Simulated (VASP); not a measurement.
## SrCl2: optical spectrum

Aim: the dielectric function of SrCl2 for independent particles, and its static limit with local fields. The cell is of the fluorite type, one of the forms listed for this formula. The start is a cell from a database of measured crystal structures.

Calculated with VASP 6.6.1; PBE; plane waves and PAW (Sr_sv, Cl), in the first sound run; inputs show where later runs differ.

### 1. Set-up

Symmetry: Fm-3m, No. 225, cubic system. Conventional cell: a = 6.977 Å, b = 6.977 Å, c = 6.977 Å, α = 90.00°, β = 90.00°, γ = 90.00°. Nearest to Sr lie 8 Cl at 3.02 Å. Nearest to Cl lie 4 Sr at 3.02 Å. Farther neighbours and most contacts between anions are not listed.

### 2. Ground state

The ground state comes first.

INCAR reads:

```
SYSTEM = SrCl2
PREC = Accurate
ENCUT = 400
EDIFF = 1E-07
NELM = 100
ISMEAR = 0
SIGMA = 0.05
LREAL = .FALSE.
ALGO = Normal
GGA = PE
NBANDS = 18
LORBIT = 11
LWAVE = .FALSE.
LCHARG = .FALSE.
KPAR = 4
```

POSCAR reads:

```
SrCl2
1.0
    0.0000000000      3.4883500000      3.4883500000
    3.4883500000      0.0000000000      3.4883500000
    3.4883500000      3.4883500000      0.0000000000
Sr Cl
1 2
Direct
    0.0000000000      0.0000000000      0.0000000000
    0.7500000000      0.7500000000      0.7500000000
    0.2500000000      0.2500000000      0.2500000000
```

KPOINTS reads:

```
Automatic mesh
0
Gamma
6 6 6
0 0 0
```

Potentials, in the order of the species: Sr_sv and Cl (PBE family, release 64).

Launch:

```bash
$ mpirun -np 4 vasp_std
```

Log:

```text
[banner, memory and clock lines left out]
running    4 mpi-ranks, on    1 nodes
 distrk:  each k-point on    1 cores,    4 groups
 distr:  one band on    1 cores,    1 groups

 POSCAR found type information on POSCAR SrCl
 POSCAR found :  2 types and       3 ions
 LDA part: xc-table for (Slater+PW92), standard interpolation
 POSCAR, INCAR and KPOINTS ok, starting setup
 FFT: planning ... GRIDC
 FFT: planning ... GRID_SOFT
 FFT: planning ... GRID
 WAVECAR not read
 entering main loop
       N       E                     dE             d eps       ncg     rms          rms(c)
DAV:   1     0.124674723062E+03    0.12467E+03   -0.99699E+03   576   0.975E+02
DAV:   2    -0.537643511154E+01   -0.13005E+03   -0.12695E+03   750   0.210E+02
DAV:   3    -0.128768871339E+02   -0.75005E+01   -0.74826E+01   802   0.518E+01
DAV:   4    -0.130546273622E+02   -0.17774E+00   -0.17759E+00   940   0.689E+00
DAV:   5    -0.130582350671E+02   -0.36077E-02   -0.36066E-02   838   0.749E-01    0.130E+01
DAV:   6    -0.127626221349E+02    0.29561E+00   -0.65407E-01   688   0.451E+00    0.838E+00
DAV:   7    -0.127716976602E+02   -0.90755E-02   -0.38557E-01   814   0.371E+00    0.206E+00
DAV:   8    -0.127770995684E+02   -0.54019E-02   -0.57699E-02   698   0.131E+00    0.359E-01
DAV:   9    -0.127784361459E+02   -0.13366E-02   -0.23012E-03   824   0.284E-01    0.129E-01
DAV:  10    -0.127796712647E+02   -0.12351E-02   -0.95229E-04   642   0.180E-01    0.360E-02
DAV:  11    -0.127797774477E+02   -0.10618E-03   -0.89070E-05   774   0.517E-02    0.414E-02
DAV:  12    -0.127797921654E+02   -0.14718E-04   -0.17352E-05   646   0.213E-02    0.390E-03
DAV:  13    -0.127797943148E+02   -0.21494E-05   -0.31133E-06   768   0.944E-03    0.421E-03
DAV:  14    -0.127797941642E+02    0.15061E-06   -0.58540E-07   640   0.452E-03    0.200E-03
DAV:  15    -0.127797942230E+02   -0.58757E-07   -0.14729E-08   730   0.881E-04
   1 F= -.12779794E+02 E0= -.12779794E+02  d E =-.190899E-22
```

Elapsed: 3.6 s, on 4 MPI ranks of Intel Xeon 6975P-C (Granite Rapids), shared host; peak memory 0.68 GiB; 12 s of CPU time.

Lines that name or quote the potential files are left out of all logs, and their timing lines are given in words.

From OUTCAR (step 2):

```text
ion  position               nearest neighbor table
   1  0.000  0.000  0.000-   2 3.02   2 3.02   2 3.02   2 3.02   3 3.02   3 3.02   3 3.02   3 3.02

  LATTYP: Found a face centered cubic cell.
 ALAT       =     6.9767000000

 Subroutine GETGRP returns: Found 48 space group operations
 (whereof 48 operations were pure point group operations)

The static configuration has the point symmetry O_h .

 Found     16 irreducible k-points:

   k-points           NKPTS =     16   k-points in BZ     NKDIM =     16   number of bands    NBANDS=     18

   dimension x,y,z NGX =    32 NGY =   32 NGZ =   32
   dimension x,y,z NGXF=    64 NGYF=   64 NGZF=   64

   ENCUT  =  400.0 eV  29.40 Ry    5.42 a.u.   8.04  8.04  8.04*2*pi/ulx,y,z

   NELECT =      24.0000    total number of electrons

 k-points in reciprocal lattice and weights: Automatic mesh
   0.00000000  0.00000000  0.00000000       0.005
   0.16666667  0.00000000  0.00000000       0.037
   0.33333333  0.00000000  0.00000000       0.037
   0.50000000  0.00000000  0.00000000       0.019
   0.16666667  0.16666667  0.00000000       0.028
   0.33333333  0.16666667  0.00000000       0.111
   0.50000000  0.16666667  0.00000000       0.111
  -0.33333333  0.16666667  0.00000000       0.111
  -0.16666667  0.16666667  0.00000000       0.056
[...]
-0.33333333  0.33333333  0.16666667       0.111
  -0.33333333  0.50000000  0.16666667       0.056

 average (electrostatic) potential at core
       1 -38.7493       2 -93.1264       3 -93.1264

 E-fermi :   0.4872

 k-point     1 :       0.0000    0.0000    0.0000
  band No.  band energies     occupation
    ...
      8      -1.9723      2.00000
      9      -1.9723      2.00000
     10      -0.1834      2.00000
     11      -0.1834      2.00000
     12      -0.1834      2.00000
     13       5.4885      0.00000
     14       6.2495      0.00000
     15       6.2495      0.00000
     16       9.1879      0.00000
     17       9.1879      0.00000
    ...

 k-point     2 :       0.1667    0.0000    0.0000
  band No.  band energies     occupation
    ...
      8      -1.8711      2.00000
      9      -1.7869      2.00000
     10      -0.4940      2.00000
     11      -0.3325      2.00000
     12      -0.3325      2.00000
     13       6.0799      0.00000
     14       6.4566      0.00000
     15       6.4566      0.00000
     16       8.1758      0.00000
     17       8.9002      0.00000
    ...

 k-point     3 :       0.3333    0.0000    0.0000
  band No.  band energies     occupation
    ...
      8      -1.6154      2.00000
      9      -1.4344      2.00000
     10      -1.0131      2.00000
     11      -0.6625      2.00000
     12      -0.6625      2.00000
     13       6.7754      0.00000
     14       6.7754      0.00000
     15       6.9866      0.00000
     16       8.1634      0.00000
     17       8.7383      0.00000
    ...

  Total        0.5607975      0.5607975      0.5607975      0.0000000      0.0000000      0.0000000
  in kB       10.5834317     10.5834317     10.5834317      0.0000000      0.0000000      0.0000000
  external PRESSURE =      10.5834317 kB  Pullay stress =       0.0000000 kB

  energy-cutoff  :      400.00
  volume of cell :       84.90
      direct lattice vectors                 reciprocal lattice vectors
     0.000000000  3.488350000  3.488350000    -0.143334241  0.143334241  0.143334241
     3.488350000  0.000000000  3.488350000     0.143334241 -0.143334241  0.143334241
     3.488350000  3.488350000  0.000000000     0.143334241  0.143334241 -0.143334241

 POSITION                                       TOTAL-FORCE (eV/Angst)
 -----------------------------------------------------------------------------------
      0.00000      0.00000      0.00000        -0.000000      0.000000      0.000000
      5.23252      5.23252      5.23252        -0.000000     -0.000000      0.000000
      1.74418      1.74418      1.74418         0.000000      0.000000     -0.000000
 -----------------------------------------------------------------------------------
    total drift:                                0.000000     -0.000000      0.000000

  FREE ENERGIE OF THE ION-ELECTRON SYSTEM (eV)
  ---------------------------------------------------
  free  energy   TOTEN  =       -12.7797942230 eV

  energy  without entropy=      -12.7797942230  energy(sigma->0) =      -12.77979422

 total charge
# of ion       s       p       d       tot
------------------------------------------
    1        1.997   5.768   0.153   7.917
    2        1.592   3.583   0.000   5.175
    3        1.592   3.583   0.000   5.175
--------------------------------------------------
tot          5.181  12.933   0.153  18.267

[... 3 further parts left out ...]
```

The gap is read on the k-mesh alone, so it is an upper bound where the band edges lie off the mesh.

This step gave:

* free energy (TOTEN): -12.78 eV
* Fermi energy: 0.4872 eV
* pressure: 1.058 GPa
* gap on the k-mesh: 5.335 eV
* least direct gap on the k-mesh: 5.504 eV

The cell has a gap of 5.33 eV on this mesh. Spin-orbit coupling is left out, which can shift or reorder these edges.

### 3. Spectrum

LOPTICS sums the direct transitions; the mesh is finer and NBANDS larger than for the ground state.

INCAR, as its differences from that of step 2:

```diff
@@ -10,4 +10,3 @@
 GGA = PE
-NBANDS = 18
-LORBIT = 11
+NBANDS = 52
 LWAVE = .FALSE.
@@ -15 +14,4 @@
 KPAR = 4
+LOPTICS = .TRUE.
+NEDOS = 2000
+CSHIFT = 0.15
```

POSCAR is that of step 2.

KPOINTS reads:

```
Automatic mesh
0
Gamma
8 8 8
0 0 0
```

Launch:

```bash
$ mpirun -np 4 vasp_std
```

Log:

```text
[... set-up lines as in an earlier step ...]
 entering main loop
       N       E                     dE             d eps       ncg     rms          rms(c)
DAV:   1     0.112071960070E+03    0.11207E+03   -0.80237E+03  3016   0.337E+02
DAV:   2    -0.796261707308E+01   -0.12003E+03   -0.11426E+03  3712   0.109E+02
DAV:   3    -0.129525497173E+02   -0.49899E+01   -0.49289E+01  3812   0.194E+01
DAV:   4    -0.130573260663E+02   -0.10478E+00   -0.10464E+00  3968   0.236E+00
DAV:   5    -0.130582674373E+02   -0.94137E-03   -0.94133E-03  3556   0.197E-01    0.130E+01
DAV:   6    -0.127635173666E+02    0.29475E+00   -0.19247E-01  3524   0.156E+00    0.825E+00
DAV:   7    -0.127724218158E+02   -0.89044E-02   -0.16677E-01  3984   0.129E+00    0.208E+00
DAV:   8    -0.127775617248E+02   -0.51399E-02   -0.19178E-02  3464   0.403E-01    0.290E-01
DAV:   9    -0.127785831994E+02   -0.10215E-02   -0.10234E-03  3604   0.943E-02    0.112E-01
DAV:  10    -0.127796811582E+02   -0.10980E-02   -0.43261E-04  3344   0.529E-02    0.305E-02
DAV:  11    -0.127797980409E+02   -0.11688E-03   -0.46228E-05  3516   0.186E-02    0.271E-02
DAV:  12    -0.127798128197E+02   -0.14779E-04   -0.60926E-06  3416   0.746E-03    0.752E-03
DAV:  13    -0.127798148727E+02   -0.20531E-05   -0.14329E-06  3440   0.304E-03    0.130E-03
DAV:  14    -0.127798150400E+02   -0.16727E-06   -0.77135E-08  3436   0.788E-04    0.163E-03
DAV:  15    -0.127798150533E+02   -0.13331E-07   -0.79500E-09  3172   0.261E-04
   1 F= -.12779815E+02 E0= -.12779815E+02  d E =-.273249E-11
 optical routines
 imaginary and real dielectric function
 recalculating local potential from charge density
 direction            1
 direction            2
 direction            3
```

The job ended after 10 s (4 MPI ranks; peak memory 1 GiB; 39 s of CPU time).

OUTCAR, selected parts (step 3):

```text
The static configuration has the point symmetry O_h .

 Found     29 irreducible k-points:

   k-points           NKPTS =     29   k-points in BZ     NKDIM =     29   number of bands    NBANDS=     52

   NELECT =      24.0000    total number of electrons

 E-fermi :   0.3654

 k-point     2 :       0.1250    0.0000    0.0000
  band No.  band energies     occupation
    ...
      8      -1.9144      2.00000
      9      -1.8634      2.00000
     10      -0.3704      2.00000
     11      -0.2703      2.00000
     12      -0.2703      2.00000
     13       5.8408      0.00000
     14       6.3737      0.00000
     15       6.3737      0.00000
     16       8.4139      0.00000
     17       8.9794      0.00000
    ...

 k-point     3 :       0.2500    0.0000    0.0000
  band No.  band energies     occupation
    ...
      8      -1.7556      2.00000
      9      -1.6055      2.00000
     10      -0.7688      2.00000
     11      -0.4884      2.00000
     12      -0.4884      2.00000
     13       6.5999      0.00000
     14       6.6355      0.00000
     15       6.6355      0.00000
     16       7.9438      0.00000
     17       8.7819      0.00000
    ...

  Total        0.5601205      0.5601205      0.5601205      0.0000000      0.0000000      0.0000000
  in kB       10.5706554     10.5706554     10.5706554      0.0000000      0.0000000      0.0000000
  external PRESSURE =      10.5706554 kB  Pullay stress =       0.0000000 kB

 POSITION                                       TOTAL-FORCE (eV/Angst)
 -----------------------------------------------------------------------------------
      0.00000      0.00000      0.00000        -0.000000     -0.000000     -0.000000
      5.23252      5.23252      5.23252         0.000000     -0.000000      0.000000
      1.74418      1.74418      1.74418        -0.000000      0.000000     -0.000000
 -----------------------------------------------------------------------------------
    total drift:                                0.000000     -0.000000      0.000000

  FREE ENERGIE OF THE ION-ELECTRON SYSTEM (eV)
  ---------------------------------------------------
  free  energy   TOTEN  =       -12.7798150533 eV

  energy  without entropy=      -12.7798150533  energy(sigma->0) =      -12.77981505

 plasma frequency squared (from intraband transitions) (eV^2)
  --------------------------------------------------------------------------------------
       0.000       0.000      -0.000
       0.000       0.000       0.000
      -0.000       0.000       0.000

[... 7 parts as in an earlier step ...]

[... 5 further parts left out ...]
```

These are independent-particle spectra without excitons or local fields, and fine structure depends on the mesh and on CSHIFT.

This step gave:

* Fermi energy: 0.3654 eV
* pressure: 1.057 GPa

Absorption under the direct gap is the tail of the CSHIFT broadening, and fine structure depends on the mesh. Imaginary dielectric function, xx against photon energy; read off at these points:

| photon energy (eV) | imaginary dielectric function, xx |
| --- | --- |
| 0.0 | 0 |
| 1.0 | 0.00796 |
| 2.0 | 0.0176 |
| 3.0 | 0.0314 |
| 4.0 | 0.0561 |
| 5.0 | 0.119 |
| 6.0 | 0.789 |
| 7.0 | 3.13 |
| 7.6 | 7.14 |
| 8.0 | 5.94 |
| 9.0 | 3.08 |
| 9.5 | 4.07 |
| 10.0 | 2.89 |
| 11.0 | 1.81 |
| 11.8 | 2.50 |
| 12.0 | 2.34 |
| 13.0 | 2.42 |
| 14.0 | 1.88 |
| 15.0 | 1.75 |
| 16.0 | 1.30 |
| 17.0 | 0.694 |
| 18.0 | 0.714 |
| 19.0 | 0.524 |
| 20.0 | 0.481 |
| 21.0 | 1.10 |
| 22.0 | 2.06 |
| 23.0 | 1.77 |
| 24.0 | 0.805 |

Table of real dielectric function, xx by photon energy:

photon energy (eV), real dielectric function, xx and a bar from the least value:
```
        0       3.22 ###############
        1       3.25 ###############
        2       3.33 ###############
        3       3.49 ################
        4       3.77 #################
        5       4.31 ###################
        6       5.65 #########################
        7       7.00 ##############################
        8       1.82 #########
        9       1.23 #######
       10      -0.25 #
       11       1.23 #######
       12       0.80 #####
       13       0.58 ####
       14       0.61 ####
       15       0.04 ##
       16      -0.08 ##
       17       0.21 ###
       18       0.44 ####
       19       0.67 #####
       20       1.04 ######
       21       1.89 ##########
       22       0.87 ######
       23       0.32 ###
       24      -0.51
```

[end of part 1 of 3]

[Lines on the potential files, build, host, timing and source positions are cut from VASP's logs without a mark.]

[Logs are printed without paths, hosts, clocks, repeated set-up lines and the standing remarks that a program may print on its own settings, such as how far it seeks lower states.]

[Hosts, paths, dates, database ids (printed as entryN), source tags and the programs' standing remarks are cut or masked in the printed files.]
